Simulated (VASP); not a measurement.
Consider the following.

```
WO
1.0
    2.75682     0.00000     0.00000
   -1.37841     2.38748     0.00000
    0.00000     0.00000     6.49956
W O
2 2
Direct
  0.00000   0.00000   0.00000
  0.00000   0.00000   0.50000
  0.33333   0.66667   0.25000
  0.66667   0.33333   0.75000
```

The numbers are results of r2SCAN meta-GGA, VASP's PBE PAW potentials (set 64) (plane waves; VASP 6.6.1), not measurements. Numerical set-up: 520 eV cut-off, 14×14×6 Γ-centred mesh, tetrahedra with Blöchl corrections, potentials W_sv O.

The cores are frozen, which limits the accuracy of field gradients.

Give the principal components of the electric field gradient (V/Å²) and the asymmetry η at each nucleus.

```tsv
atom	Vxx	Vyy	Vzz	η
W1	-142.0	-142.0	284.0	0.00
W2	-142.0	-142.0	284.0	0.00
O3	-25.6	-25.6	51.3	0.00
O4	-25.6	-25.6	51.3	0.00
```

The structure was generated: WO was put into the NiAs type type (P6_3/mmc), which need not be its known phase. It was relaxed first, which changed the volume by -26 %.
